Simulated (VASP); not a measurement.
GW runs with VASP on AlP (zinc blende), on PBE orbitals with a Kohn-Sham gap of 1.56 eV on the mesh.

```cif
data_AlP
_chemical_formula_sum 'Al1 P1'
_space_group_name_H-M_alt 'P 1'
_space_group_IT_number 1
_cell_length_a 3.86080
_cell_length_b 3.86080
_cell_length_c 3.86080
_cell_angle_alpha 60.000
_cell_angle_beta 60.000
_cell_angle_gamma 60.000
loop_
_space_group_symop_operation_xyz
  'x, y, z'
loop_
_atom_site_label
_atom_site_type_symbol
_atom_site_fract_x
_atom_site_fract_y
_atom_site_fract_z
_atom_site_occupancy
Al1 Al 0.00000 0.00000 0.00000 1
P1 P 0.25000 0.25000 0.25000 1
```

Settings: PREC = Normal, 350 eV cut-off, 4×4×4 Γ-centred mesh, Gaussian smearing of 0.010 eV, potentials Al_GW P_GW.

The mesh is coarse and the basis finite, so the quasiparticle values are not converged.

| run | level | NBANDS | ENCUTGW (eV) | QP gap (eV) | smallest direct QP gap (eV) |
|---|---|---|---|---|---|
| run 1 | G0W0@PBE, 1 step(s) | 100 | 150 | 2.25 | 4.22 |
| run 2 | G0W0@PBE, 1 step(s) | 240 | 250 | 2.35 | 4.25 |
| run 3 | G0W0@PBE, 1 step(s) | 320 | 300 | (withheld) | (withheld) |

### Question
Fill in the missing entries.

### Answer

- run 3, QP gap (eV): 2.37
- run 3, smallest direct QP gap (eV): 4.26

Left out are failed runs and those that VASP or the mesh makes unfit.

The compound is AlP in the zinc blende structure. The cell was not relaxed at this level.
